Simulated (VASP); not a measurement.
Data:

```
CELL_PARAMETERS angstrom
      0.00000     2.71550     2.71550
      2.71550     0.00000     2.71550
      2.71550     2.71550     0.00000
ATOMIC_POSITIONS crystal
  Si 0.00000 0.00000 0.00000
  Si 0.25000 0.25000 0.25000
```

All values below come from vdW-DF2, VASP's PBE PAW potentials (set 64) (plane waves; VASP 6.6.1). Settings: 520 eV cut-off, 8×8×8 Γ-centred mesh, Gaussian smearing of 0.050 eV, potentials Si.

Energy and stress use the plane-wave basis of the starting cell.

Q: The ions, cell shape and volume are relaxed. Predict the relaxed structure.

A: 
```
CELL_PARAMETERS angstrom
      0.00000     2.76963     2.76963
      2.76963     0.00000     2.76963
      2.76963     2.76963     0.00000
ATOMIC_POSITIONS crystal
  Si 0.00000 0.00000 0.00000
  Si 0.25000 0.25000 0.25000
```
Space group Fd-3m (227), at a tolerance of 0.03 Å.

Q: How do energy and volume change from the first to the last step?

A: The energy (σ→0) changes by -19.0 meV/atom and the volume by +6.1 %, in 3 ionic steps.

The compound is Si in the diamond structure. This run relaxes it. Symmetry was kept, so distortions that lower it aren't found.
